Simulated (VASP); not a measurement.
Here is a VASP 6.6.1 calculation.

The input INCAR:

```
  ALGO = Normal
  EDIFF = 1E-6
  ENCUT = 520
  GGA = PE
  ISIF = 2
  ISMEAR = 0
  LASPH = True
  LCHARG = False
  LREAL = False
  LWAVE = False
  NBANDS = 16
  NELM = 100
  PREC = Accurate
  SIGMA = 0.1
```

File KPOINTS:

```
k-points
0
Gamma
  12 12 12
```

The input POSCAR:

```
Na2Sb
1.0
    0.0000000000      3.7075717723      3.7075717723
    3.7075717723      0.0000000000      3.7075717723
    3.7075717723      3.7075717723      0.0000000000
Na Sb
2 1
Direct
    0.2500000000      0.2500000000      0.2500000000
    0.7500000000      0.7500000000      0.7500000000
    0.5000000000      0.5000000000      0.5000000000
```

Potentials or basis: VASP PAW PBE potentials, release 64 (Na_pv, Sb).

The run is started by

```sh
$ cat potpaw_PBE.64/Na_pv/POTCAR potpaw_PBE.64/Sb/POTCAR > POTCAR
$ mpirun -np 1 vasp_std > vasp.out
```

Task: Estimate the band gap on the k mesh.

Result: None (metal or under the smearing width).

Task: Estimate the pressure.

Result: 0.0 GPa.

The run has no spin-orbit coupling, so splittings on Sb are missing.
